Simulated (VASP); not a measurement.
Energy against volume of TiO$_{2}$ (anatase). These are AM05 GGA, VASP's PBE PAW potentials (set 64) (plane waves; VASP) values and carry that method's errors. Numerical set-up: 520 eV cut-off, 8×8×8 Γ-centred mesh, Gaussian smearing of 0.050 eV, potentials Ti_sv O.

Shape and ions are relaxed at each volume.

| V (Å³/atom) | E (eV/atom) |
|---|---|
| 10.700 | -9.12821 |
| 11.041 | -9.14727 |
| 11.383 | -9.15379 |
| 11.724 | -9.14884 |

Question: Fit these four points and predict the energy of the run at 12.066 Å³/atom.

Answer: A cubic in V^(−2/3), the third-order Birch-Murnaghan form, passes through the four points with V0 = 11.40 Å³/atom and B0 = 179 GPa, and gives -9.1334 eV/atom there. The run gave -9.1336 eV/atom, -0.1 meV/atom from the fit; all five points give B0 = 178 GPa.

The compound is TiO2 in the anatase structure, one of several forms; rutile is the usual stable one. It was relaxed first.
